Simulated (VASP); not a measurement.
## PtC (relaxed from the CsCl type structure, space group Pm-3m): computed properties

Calculation: PBE GGA, VASP's PBE PAW potentials (set 64) (plane waves; VASP).

| Property | Result |
|---|---|
| space group | Pm-3m (221) |
| cell | a = b = c = 2.8077 Å, α = β = γ = 90.00° |
| volume per atom | 11.07 Å³/atom |
| band gap (over mesh and band path) | none (metal, semimetal or under 0.01 eV) |
| density | 15.54 g/cm³ |

```cif
data_CPt
_chemical_formula_sum 'Pt1 C1'
_space_group_name_H-M_alt 'P 1'
_space_group_IT_number 1
_cell_length_a 2.80768
_cell_length_b 2.80768
_cell_length_c 2.80768
_cell_angle_alpha 90.000
_cell_angle_beta 90.000
_cell_angle_gamma 90.000
loop_
_space_group_symop_operation_xyz
  'x, y, z'
loop_
_atom_site_label
_atom_site_type_symbol
_atom_site_fract_x
_atom_site_fract_y
_atom_site_fract_z
_atom_site_occupancy
Pt1 Pt 0.00000 0.00000 0.00000 1
C1 C 0.50000 0.50000 0.50000 1
```

Unless said otherwise, spin-orbit coupling is left out, though it shifts the bands of the heavy elements here.

The structure was generated: PtC was put into the CsCl type type (Pm-3m), which need not be its known phase. It was relaxed first, which changed the volume by +6 %. Symmetry was kept, so distortions that lower it aren't found.
